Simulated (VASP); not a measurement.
An input for Quantum ESPRESSO's pw.x (written as the equivalent of a VASP run, and not itself run):

```
&CONTROL
  calculation = 'vc-relax'
  pseudo_dir = './pseudo'
  outdir = './out'
  tprnfor = .true.
  tstress = .true.
  nstep = 40
  forc_conv_thr = 0.00078
/
&SYSTEM
  ibrav = 0
  nat = 2
  ntyp = 1
  ecutwfc = 88
  occupations = 'smearing'
  smearing = 'methfessel-paxton'
  degauss = 0.00735
  input_dft = 'pz'
/
&ELECTRONS
  conv_thr = 7.3e-08
  electron_maxstep = 100
/
&IONS
/
&CELL
/
ATOMIC_SPECIES
  Tc 97.907 Tc.upf
CELL_PARAMETERS angstrom
     1.3558309   -2.3483684   -0.0000000
     1.3558309    2.3483684    0.0000000
     0.0000000   -0.0000000    4.3226024
ATOMIC_POSITIONS crystal
  Tc   0.3333330  0.6666670  0.2500000
  Tc   0.6666670  0.3333330  0.7500000
K_POINTS automatic
  15 15 9 0 0 0
```

Task: Write the VASP files for the same calculation (LDA).

Result: One answer among several that fit: 
File KPOINTS:
```
kpoints
0
G
 15 15 9
```

**INCAR**
```
SYSTEM = Tc
PREC = Accurate; ENCUT = 500; LREAL = F
LASPH = T
EDIFF = 1E-6; NELM = 100; ALGO = Normal
LMAXMIX = 4
ISMEAR = 1; SIGMA = 0.1
IBRION = 2; NSW = 40; ISIF = 3
EDIFFG = -0.02
LWAVE = F; LCHARG = F
```

POSCAR:
```
Tc
1.0
  1.3558308983  -2.3483683836   0.0000000000
  1.3558308983   2.3483683836   0.0000000000
  0.0000000000   0.0000000000   4.3226024453
Tc
2
Cart
  1.3558308983   0.7827910268   1.0806506113
  1.3558308983  -0.7827910268   3.2419518340
```

POTCAR, in this order: Tc_pv (LDA.64 set). Program: vasp_std.

The two are equivalent in intent, not identical: the potentials are each code's own (VASP's PAW set, PseudoDojo norm-conserving files in pw.x), so ENCUT and ecutwfc are chosen apart and not converted; conv_thr bounds pw.x's estimated SCF error, while EDIFF bounds the energy change between steps; forc_conv_thr acts on force components and is met together with etot_conv_thr.

The compound is Tc in the hcp structure. It was relaxed first.
